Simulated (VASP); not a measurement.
Calculation: PBE GGA, VASP's PBE PAW potentials (set 64) (plane waves; VASP).

Input for VASP

### KPOINTS
```
K-points
0
Gamma
 9 9 5
```

**POSCAR**
```
PtF2
1
    2.6996460000     0.0000000000     0.0000000000
   -1.3498240000     2.3379620000     0.0000000000
    0.0000000000     0.0000000000     4.3550900000
Pt F
1 2
Direct
  0.0000000000   0.0000000000   0.0000000000
  0.3333330000   0.6666670000   0.2520000000
  0.6666670000   0.3333330000   0.7480000000
```

### INCAR
```
SYSTEM = PtF2
PREC = Accurate
ENCUT = 400
EDIFF = 1E-6
NELM = 100
ALGO = Normal
LREAL = .FALSE.
LASPH = .TRUE.
ISMEAR = 0
SIGMA = 0.1
GGA = PE
LMAXMIX = 6
LWAVE = .FALSE.
LCHARG = .FALSE.
ISIF = 2
```

POTCAR, in this order: Pt F (PBE.64 set). Program: vasp_std.

The run wrote:

**OSZICAR**
```
       N       E                     dE             d eps       ncg     rms          rms(c)
DAV:   1     0.131541622100E+03    0.13154E+03   -0.12862E+04  1736   0.121E+03
DAV:   2    -0.190236592930E+01   -0.13344E+03   -0.13172E+03  2000   0.308E+02
DAV:   3    -0.509441972492E+01   -0.31921E+01   -0.31874E+01  1912   0.514E+01
DAV:   4    -0.510802778071E+01   -0.13608E-01   -0.13608E-01  1968   0.344E+00
DAV:   5    -0.510812134052E+01   -0.93560E-04   -0.93559E-04  1872   0.268E-01    0.634E+01
DAV:   6    -0.401096281843E+01    0.10972E+01   -0.37295E+00  1912   0.251E+01    0.408E+01
DAV:   7    -0.396926370817E+01    0.41699E-01   -0.74873E-01  1664   0.103E+01    0.423E+00
DAV:   8    -0.393595267064E+01    0.33311E-01   -0.93852E-02  1768   0.395E+00    0.676E-01
DAV:   9    -0.393463427527E+01    0.13184E-02   -0.98694E-03  1864   0.876E-01    0.198E-01
DAV:  10    -0.393456565254E+01    0.68623E-04   -0.85545E-04  1736   0.388E-01    0.876E-02
DAV:  11    -0.393453829823E+01    0.27354E-04   -0.12883E-04  1760   0.142E-01    0.137E-02
DAV:  12    -0.393453920588E+01   -0.90765E-06   -0.86975E-06  1696   0.298E-02
   1 F= -.39345392E+01 E0= -.39258941E+01  d E =-.172902E-01
```

**OUTCAR**
```
------------------------ aborting loop because EDIFF is reached ----------------------------------------
  FORCE on cell =-STRESS in cart. coord.  units (eV):
  Direction    XX          YY          ZZ          XY          YZ          ZX
  --------------------------------------------------------------------------------------
  Total       31.5414392     31.5414387     24.9794619     -0.0000135     -0.0000000      0.0000000
  in kB     1838.4451864   1838.4451593   1455.9694403     -0.0007863     -0.0000000      0.0000000
  external PRESSURE =    1710.9532620 kB  Pullay stress =       0.0000000 kB
  volume of cell :       27.49
      direct lattice vectors                 reciprocal lattice vectors
     2.699646000  0.000000000  0.000000000     0.370418936  0.213861633  0.000000000
    -1.349824000  2.337962000  0.000000000     0.000000000  0.427722948  0.000000000
     0.000000000  0.000000000  4.355090000     0.000000000  0.000000000  0.229616380
 POSITION                                       TOTAL-FORCE (eV/Angst)
 -----------------------------------------------------------------------------------
      0.00000      0.00000      0.00000        -0.000000      0.000000      0.000000
     -0.00000      1.55864      1.09748        -0.000000      0.000000     11.464005
      1.34982      0.77932      3.25761         0.000000     -0.000000    -11.464005
 -----------------------------------------------------------------------------------
    total drift:                                0.000000      0.000000      0.000000
  FREE ENERGIE OF THE ION-ELECTRON SYSTEM (eV)
  ---------------------------------------------------
  free  energy   TOTEN  =        -3.9345392059 eV

  energy  without entropy=       -3.9172490490  energy(sigma->0) =       -3.92589413
```
(Selected blocks of OUTCAR.)

At this cut-off the stress carries a Pulay error, which pulls relaxed volumes low.

The structure was generated: PtF2 was put into an ordered model structure, which need not be its known phase. The cell was not relaxed at this level, and its volume differs by -5.9 % from the start's.
